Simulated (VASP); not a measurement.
# Ti2TeAs2 (R-3m) in VASP: a series of runs

One crystal, Ti2TeAs2, is run at these levels: PBE; tasks: relaxation of cell and atoms.

Everything below comes from runs of VASP 6.6.1. Logs are shortened: lines on timing, memory, paths and dates and some standing lists are left out, and cuts for length are marked.

## (1) The structure

The structure is trigonal, space group R-3m (No. 166). Conventional cell: a = 3.944 Å, b = 3.944 Å, c = 25.072 Å, α = 90.00°, β = 90.00°, γ = 120.00°. Around Ti (site symmetry 3m) lie 3 As at 2.61 Å and 3 Te at 2.94 Å. Te (site symmetry -3m) is surrounded by 6 Ti at 2.94 Å. As (site symmetry 3m) has 3 Ti at 2.61 Å as nearest neighbours.

The cell was built by a generator and needn't be a form met in nature.

## (2) Relaxation of cell and atoms, PBE

Input file INCAR:

```
PREC = Normal
ENCUT = 520
EDIFF = 1E-4
ISMEAR = 0
SIGMA = 0.15
LREAL = False
LASPH = True
NELM = 60
ALGO = Fast
ISIF = 3
LWAVE = False
LCHARG = False
GGA = PE
IBRION = 2
NSW = 24
EDIFFG = -0.08
```

Input file KPOINTS:

```
Automatic mesh
0
Gamma
  4 4 4
```

Input file POSCAR:

```
Ti2TeAs2
1.0
    1.9719035900      1.1384790700      8.3572983500
   -1.9719035900      1.1384790700      8.3572983500
    0.0000000000     -2.2769581400      8.3572983500
Ti Te As
2 1 2
Direct
    0.4073599900      0.4073599900      0.4073599900
    0.5926400100      0.5926400100      0.5926400100
    0.0000000000      0.0000000000      0.0000000000
    0.2086000000      0.2086000000      0.2086000000
    0.7914000000      0.7914000000      0.7914000000
```

Potentials or basis: VASP PAW PBE potentials, release 64 (Ti_sv, Te, As).

On the command line:

```bash
$ cat potpaw_PBE.64/Ti_sv/POTCAR potpaw_PBE.64/Te/POTCAR potpaw_PBE.64/As/POTCAR > POTCAR
$ mpirun -np 1 vasp_std > vasp.out
```

OUTCAR:

```text
PREC = Normal
   ENCUT = 520
   EDIFF = 1E-4
   ISMEAR = 0
   LREAL = False
   LASPH = True
   NELM = 60
   ISIF = 3
   GGA = PE
   IBRION = 2
   NSW = 24
   EDIFFG = -0.08

 ion  position               nearest neighbor table
   1  0.407  0.407  0.407-   5 2.61   5 2.61   5 2.61   3 2.94   3 2.94   3 2.94
   2  0.593  0.593  0.593-   4 2.61   4 2.61   4 2.61   3 2.94   3 2.94   3 2.94
   3  0.000  0.000  0.000-   2 2.94   2 2.94   1 2.94   1 2.94   2 2.94   1 2.94
   4  0.209  0.209  0.209-   2 2.61   2 2.61   2 2.61
   5  0.791  0.791  0.791-   1 2.61   1 2.61   1 2.61

  LATTYP: Found a trigonal (rhomboedric) cell.
 ALAT       =     8.6619266951
 COS(alpha) =     0.8963492751

  Lattice vectors:

 A1 = (   1.9719035900,   1.1384790700,   8.3572983500)
 A2 = (  -1.9719035900,   1.1384790700,   8.3572983500)
 A3 = (   0.0000000000,  -2.2769581400,   8.3572983500)

Analysis of symmetry for initial positions (statically):
=====================================================================
 Subroutine PRICEL returns:
 Original cell was already a primitive cell.

 Routine SETGRP: Setting up the symmetry group for a
 trigonal (rhombohedral) supercell.

 Subroutine GETGRP returns: Found 12 space group operations
 (whereof 12 operations were pure point group operations)
 out of a pool of 12 trial point group operations.

The static configuration has the point symmetry D_3d.

Analysis of symmetry for dynamics (positions and initial velocities):
=====================================================================
 Subroutine PRICEL returns:
 Original cell was already a primitive cell.

 Routine SETGRP: Setting up the symmetry group for a
 trigonal (rhombohedral) supercell.

 Subroutine GETGRP returns: Found 12 space group operations
 (whereof 12 operations were pure point group operations)
 out of a pool of 12 trial point group operations.

The dynamic configuration has the point symmetry D_3d.

 Subroutine INISYM returns: Found 12 space group operations
 (whereof 12 operations are pure point group operations),
 and found     1 'primitive' translations

----------------------------------------------------------------------------------------

                                     Primitive cell

  volume of cell :     112.5714

  direct lattice vectors                    reciprocal lattice vectors
     1.971903590  1.138479070  8.357298350     0.253562092  0.146394142  0.039885298
    -1.971903590  1.138479070  8.357298350    -0.253562092  0.146394142  0.039885298
     0.000000000 -2.276958140  8.357298350     0.000000000 -0.292788284  0.039885298

  length of vectors
     8.661926695  8.661926695  8.661926696     0.295492498  0.295492498  0.295492498

  position of ions in fractional coordinates (direct lattice)
     0.407359990  0.407359990  0.407359990
     0.592640010  0.592640010  0.592640010
     0.000000000  0.000000000  0.000000000
     0.208600000  0.208600000  0.208600000
     0.791400000  0.791400000  0.791400000

  ion indices of the primitive-cell ions
   primitive index   ion index
                 1           1
                 2           2
                 3           3
                 4           4
                 5           5

----------------------------------------------------------------------------------------

 KPOINTS: Automatic mesh

Automatic generation of k-mesh.
 Grid dimensions read from file:
 generate k-points for:    4    4    4

 Generating k-lattice:

  Cartesian coordinates                     Fractional coordinates (reciprocal lattice)
     0.063390523  0.036598536  0.009971324     0.250000000 -0.000000000 -0.000000000
    -0.063390523  0.036598536  0.009971324    -0.000000000  0.250000000 -0.000000000
     0.000000000 -0.073197071  0.009971324    -0.000000000 -0.000000000  0.250000000

  Length of vectors
     0.073873125  0.073873125  0.073873124

  Shift w.r.t. Gamma in fractional coordinates (k-lattice)
     0.000000000  0.000000000  0.000000000

 Subroutine IBZKPT returns following result:
 ===========================================

 Found     13 irreducible k-points:

 Following reciprocal coordinates:
            Coordinates               Weight
  0.000000  0.000000  0.000000      1.000000
  0.250000  0.000000  0.000000      6.000000
  0.500000  0.000000  0.000000      3.000000
  0.250000  0.250000  0.000000      6.000000
  0.500000  0.250000  0.000000     12.000000
 -0.250000  0.250000  0.000000      6.000000
  0.500000  0.500000  0.000000      3.000000
  0.250000  0.250000  0.250000      2.000000
  0.500000  0.250000  0.250000      6.000000
 -0.250000  0.250000  0.250000      6.000000
  0.500000  0.500000  0.250000      6.000000
 -0.250000  0.500000  0.250000      6.000000
  0.500000  0.500000  0.500000      1.000000
   k-points           NKPTS =     13   k-points in BZ     NKDIM =     13   number of bands    NBANDS=     24
   number of dos      NEDOS =    301   number of ions     NIONS =      5
   total plane-waves  NPLWV = 110592
   dimension x,y,z NGX =    48 NGY =   48 NGZ =   48
   dimension x,y,z NGXF=    96 NGYF=   96 NGZF=   96
   ions per type =               2   1   2
   NGX,Y,Z   is equivalent  to a cutoff of   9.21,  9.21,  9.21 a.u.
   NGXF,Y,Z  is equivalent  to a cutoff of  18.43, 18.43, 18.43 a.u.
 SYSTEM =  unknown system
   PREC   = normal    normal or accurate (medium, high low for compatibility)
   ISTART =      0    job   : 0-new  1-cont  2-samecut
   ICHARG =      2    charge: 1-file 2-atom 10-const
   ISPIN  =      1    spin polarized calculation?
   LNONCOLLINEAR =      F non collinear calculations
   LSORBIT =      F    spin-orbit coupling
   LASPH  =      T    aspherical Exc in radial PAW
   ENCUT  =  520.0 eV  38.22 Ry    6.18 a.u.  16.11 16.11 16.11*2*pi/ulx,y,z
   NELM   =     60;   NELMIN=  2; NELMDL= -5     # of ELM steps
   EDIFF  = 0.1E-03   stopping-criterion for ELM
   LREAL  =      F    real-space projection
   EDIFFG = -.8E-01   stopping-criterion for IOM
   NSW    =     24    number of steps for IOM
   IBRION =      2    ionic relax: 0-MD 1-quasi-New 2-CG
   NFREE  =      1    steps in history (QN), initial steepest desc. (CG)
   ISIF   =      3    stress and relaxation
   ISYM   =      2    0-nonsym 1-usesym 2-fastsym
   POTIM  = 0.5000    time-step for ionic-motion
   TEBEG  =    0.0;   TEEND  =   0.0 temperature during run
   PSTRESS=    0.0 pullay stress
   NELECT =      40.0000    total number of electrons
   NUPDOWN=      -1.0000    fix difference up-down
   EMIN   =  10.00;   EMAX   =-10.00  energy-range for DOS
   EFERMI =   0.00;   METHOD = LEGACY
   ISMEAR =     0;   SIGMA  =   0.15  broadening in eV -4-tet -1-fermi 0-gaus
   EFERMI_NEDOS =   21; number of points for ismear=-14 and -15
   IALGO  =     68    algorithm
   IMIX   =      4    mixing-type and parameters
     AMIX     =   0.40;   BMIX     =  1.00
     AMIX_MAG =   1.60;   BMIX_MAG =  1.00
  volume/ion in A,a.u.               =      22.51       151.93
  Fermi-wavevector in a.u.,A,eV,Ry     =   1.159539  2.191212 18.293465  1.344532
  Thomas-Fermi vector in A             =   2.296131
   LORBIT       =      0    0 simple, 1 ext, 2 COOP (PROOUT), +10 PAW based schemes
   GGA     = PE    functional components
   LHFCALC =     F    Hartree Fock is set to
   AEXX    =    0.0000 exact exchange contribution
   IVDW    =     0    specifies the selected vdW correction
   LEPSILON=     F    determine dielectric tensor
   LRPA    =     F    only Hartree local field effects (RPA)
 conjugate gradient relaxation of ions
 non-spin polarized calculation
 RMM-DIIS sequential band-by-band and
 Gauss-broadening in eV      SIGMA  =   0.15
  energy-cutoff  :      520.00
  volume of cell :      112.57
 maximum number of plane-waves:      3067
   NGX = 33   NGY = 33   NGZ = 33

--------------------------------------- Ionic step        1  -------------------------------------------

 number of electron      40.0000002 magnetization

 Free energy of the ion-electron system (eV)
  ---------------------------------------------------
  ext. energy  EPLUGINS =         0.00000000
  ---------------------------------------------------
  free energy    TOTEN  =       -29.63432801 eV

  energy without entropy =      -29.61447352  energy(sigma->0) =      -29.62440077

------------------------ aborting loop because EDIFF is reached ----------------------------------------

  FORCE on cell =-STRESS in cart. coord.  units (eV):
  Direction    XX          YY          ZZ          XY          YZ          ZX
  --------------------------------------------------------------------------------------
  -------------------------------------------------------------------------------------
  Total       -4.3136121     -4.3136121      1.6029715      0.0000000      0.0000000      0.0000000
  in kB      -61.3936972    -61.3936973     22.8143704      0.0000000      0.0000000      0.0000000
  external PRESSURE =     -33.3243414 kB  Pullay stress =       0.0000000 kB
[... 98 lines left out ...]
  FREE ENERGIE OF THE ION-ELECTRON SYSTEM (eV)
  ---------------------------------------------------
  free  energy   TOTEN  =       -29.9598275915 eV

  energy  without entropy=      -29.9303485341  energy(sigma->0) =      -29.94508806

[... ionic steps 4 to 9 ...]

--------------------------------------- Ionic step       10  -------------------------------------------

 number of electron      40.0000011 magnetization

------------------------ aborting loop because EDIFF is reached ----------------------------------------

  FORCE on cell =-STRESS in cart. coord.  units (eV):
  Direction    XX          YY          ZZ          XY          YZ          ZX
  --------------------------------------------------------------------------------------
  -------------------------------------------------------------------------------------
  Total        0.0434191      0.0434191      0.4223094      0.0000000      0.0000000      0.0000000
  in kB        0.6365053      0.6365053      6.1908775      0.0000000      0.0000000      0.0000000
  external PRESSURE =       2.4879627 kB  Pullay stress =       0.0000000 kB
[... 63 lines left out ...]
  energy  without entropy=      -30.2445640455  energy(sigma->0) =      -30.25589795

--------------------------------------- Ionic step       12  -------------------------------------------

 number of electron      40.0000002 magnetization

 Free energy of the ion-electron system (eV)
  ---------------------------------------------------
  ext. energy  EPLUGINS =         0.00000000
  ---------------------------------------------------
  free energy    TOTEN  =       -30.26928520 eV

  energy without entropy =      -30.24720781  energy(sigma->0) =      -30.25824651

 E-fermi :   6.6291     XC(G=0): -10.2832

 val. band max:        6.6167843642   @ k =  -0.2500   0.2500   0.2500
 cond. band min:       6.7720544739   @ k =   0.5000   0.2500   0.2500
 fundamental gap:      0.1552701097
 Fermi energy:         6.6290754118

 k-point     1 :       0.0000    0.0000    0.0000
  band No.  band energies     occupation
      1     -50.9484      2.00000
      2     -50.9482      2.00000
      3     -27.2460      2.00000
      4     -27.2396      2.00000
      5     -27.1829      2.00000
      6     -27.1829      2.00000
[... 372 lines left out ...]
  FREE ENERGIE OF THE ION-ELECTRON SYSTEM (eV)
  ---------------------------------------------------
  free  energy   TOTEN  =       -30.2692852016 eV

  energy  without entropy=      -30.2472078128  energy(sigma->0) =      -30.25824651

 reached required accuracy - stopping structural energy minimisation
```

Wall time 8.5 min (1 thread of Intel Xeon Platinum 8488C (Sapphire Rapids), shared host); peak memory 0.39 GiB.

Results:

- Free energy: -30.2693 eV
- Relaxed volume: 21.87 Å³/atom
- Relaxed cell: a = 9.584 Å, b = 9.584 Å, c = 9.584 Å, α = 22.11°, β = 22.11°, γ = 22.11°
- Space group after relaxing (to 0.05 Å): R-3m (No. 166)
- Energy gained by relaxing: 127.0 meV/atom
- Ionic steps: 12
- Pressure after relaxing: 0.4 GPa
- Largest force after relaxing: 0.073 eV/Å
- Band gap on the k mesh: none (metal or under the smearing width)

Forces in eV/Å, atoms in the order of the input:
```
Ti   0.000  0.000 -0.073
Ti   0.000  0.000  0.073
Te   0.000  0.000  0.000
As   0.000  0.000  0.049
As   0.000  0.000 -0.049
```

Stress tensor (GPa, compression positive):
```
0.40 0.00 0.00
0.00 0.40 0.00
0.00 0.00 0.51
```

The path:
```
step  energy change (eV)  largest force (eV/Å)  pressure (GPa)  volume (Å³)
   1              0.0000                1.2774           -3.33       112.57
   2             -0.3209                0.4818            2.89       105.00
   3             -0.3255                0.5609            3.86       104.10
   4             -0.5566                0.4227            2.01       107.38
   5             -0.6061                0.3685            0.71       109.75
   6             -0.6174                0.2079           -1.00       111.43
   7             -0.6180                0.2419           -0.94       111.17
   8             -0.6275                0.1570           -0.72       110.57
   9             -0.6300                0.1538           -0.47       110.12
  10             -0.6329                0.0940            0.25       109.29
  11             -0.6329                0.1033            0.28       109.19
  12             -0.6350                0.0729            0.43       109.36
```

Final structure:
```
Ti Te As
1.0
     1.83783    1.06107    9.34633
    -1.83783    1.06107    9.34633
     0.00000   -2.12214    9.34633
Ti Te As
2 1 2
Direct
  0.40371 0.40371 0.40371
  0.59629 0.59629 0.59629
  0.00000 0.00000 0.00000
  0.21487 0.21487 0.21487
  0.78513 0.78513 0.78513
```

Caveat: the k mesh is coarse (spacing up to 0.46 Å⁻¹), so the values aren't converged; the relaxation stopped at a loose force limit of 0.08 eV/Å, so its end isn't a converged minimum. Spin-orbit coupling is left out, which matters for the levels of Te.

## (3) Relaxation of cell and atoms, PBE

This run uses another cell than the first one, of 22.58 Å³/atom, 1.003 times its volume.

INCAR is that of step 2.

Input file KPOINTS:

```
Automatic mesh
0
Gamma
  4 4 2
```

Input file POSCAR:

```
Ti2TeAs2
1.0
    2.5716972000     -3.0265381700      0.0000000000
    2.5716972000      3.0265381700      0.0000000000
   -1.6808649100      0.0000000000      7.2517243800
Ti Te As
2 1 2
Direct
    0.9124653100      0.9124653100      0.6337670200
    0.0875346900      0.0875346900      0.3662329800
    0.0000000000      0.0000000000      0.0000000000
    0.0000000000      0.5000000000      0.5000000000
    0.5000000000      0.0000000000      0.5000000000
```

Potentials or basis: VASP PAW PBE potentials, release 64 (Ti_sv, Te, As).

On the command line:

```bash
$ cat potpaw_PBE.64/Ti_sv/POTCAR potpaw_PBE.64/Te/POTCAR potpaw_PBE.64/As/POTCAR > POTCAR
$ mpirun -np 1 vasp_std > vasp.out
```

Run time: 9.5 min. Hardware: 1 thread of Intel Xeon Platinum 8488C (Sapphire Rapids), shared host; peak memory 0.19 GiB.

Results (log left out):

```yaml
Free_energy: -29.1030 eV
Relaxed_volume: 29.93 Å³/atom
Relaxed_cell: a = 4.375 Å, b = 4.375 Å, c = 7.931 Å, α = 89.33°, β = 89.33°, γ = 99.62°
Space_group_after_relaxing_to_0.05_Å: C2/m (No. 12)
Energy_gained_by_relaxing: 2742.1 meV/atom
Ionic_steps: 23
Pressure_after_relaxing: 0.2 GPa
Largest_force_after_relaxing: 0.029 eV/Å
Band_gap_on_the_k_mesh: none (metal or under the smearing width)
```

Forces on the atoms (eV/Å):
```
Ti  -0.013  0.000  0.026
Ti   0.013  0.000 -0.026
Te   0.000  0.000  0.000
As   0.000  0.000  0.000
As   0.000  0.000  0.000
```

Stress tensor (GPa, compression positive):
```
 0.30  0.00 -0.13
 0.00 -0.04  0.00
-0.13  0.00  0.30
```

The path:
```
step  energy change (eV)  largest force (eV/Å)  pressure (GPa)  volume (Å³)
   1              0.0000               19.7040           63.71       112.89
   2             -2.3845                4.0284           -5.01       316.22
   3             -5.3882                3.8870           -4.72       273.77
   4             -7.1797                3.7749           -5.40       246.34
   5            -12.3460                3.2908           -4.53       172.31
   6            -12.9565                1.6580            6.64       140.84
   7            -13.1622                2.2327           -0.42       154.58
   8            -13.2125                1.8795            0.89       150.93
   9            -13.2148                1.7971            1.31       149.96
  10            -13.4446                0.6086           -1.34       155.15
  11            -13.4470                0.5660           -1.53       155.52
  12            -13.6009                0.4826           -0.21       152.01
  13            -13.6293                0.6288            0.70       150.20
  14            -13.6307                0.6968            0.90       149.73
  15            -13.6781                0.1142           -0.05       152.00
  16            -13.6809                0.0635           -0.14       152.41
  17            -13.6801                0.2148           -0.51       153.22
  18            -13.6816                0.1059           -0.40       152.66
  19            -13.6988                0.0237           -0.31       151.76
  20            -13.7081                0.0936           -0.24       150.57
  21            -13.7101                0.0188            0.21       149.23
  22            -13.7103                0.0172            0.27       149.43
  23            -13.7103                0.0295            0.19       149.64
```

Final structure:
```
Ti Te As
1.0
     2.80208   -3.34209    0.34512
     2.80208    3.34209    0.34512
    -0.82612    0.00000    7.88789
Ti Te As
2 1 2
Direct
  0.99728 0.99728 0.67329
  0.00272 0.00272 0.32671
  0.00000 0.00000 0.00000
  0.00000 0.50000 0.50000
  0.50000 0.00000 0.50000
```

Levels at points of the mesh, in eV from the Fermi level:
| k point | band 18 | band 19 | band 20 | band 21 | band 22 | band 23 |
| --- | --- | --- | --- | --- | --- | --- |
| (0.00, 0.00, 0.00) | -0.93 | -0.70 | 0.05 | 0.07 | 0.69 | 0.97 |
| (0.50, 0.00, 0.00) | -1.92 | -0.67 | -0.30 | -0.14 | 0.50 | 0.64 |
| (0.50, 0.50, 0.00) | -1.17 | -1.17 | -0.05 | 0.12 | 0.50 | 0.68 |
| (0.00, 0.00, 0.50) | -0.69 | -0.65 | -0.53 | 0.06 | 0.69 | 1.46 |
| (0.50, 0.00, 0.50) | -1.71 | -0.66 | -0.63 | -0.06 | 0.33 | 0.50 |
| (0.50, 0.50, 0.50) | -1.17 | -1.02 | -0.09 | -0.06 | 0.18 | 0.50 |

Caveat: the k mesh is coarse (spacing up to 0.43 Å⁻¹), so the values aren't converged; the volume moved by over 15 % at a fixed basis, so the end points are rough; the relaxation stopped at a loose force limit of 0.08 eV/Å, so its end isn't a converged minimum.
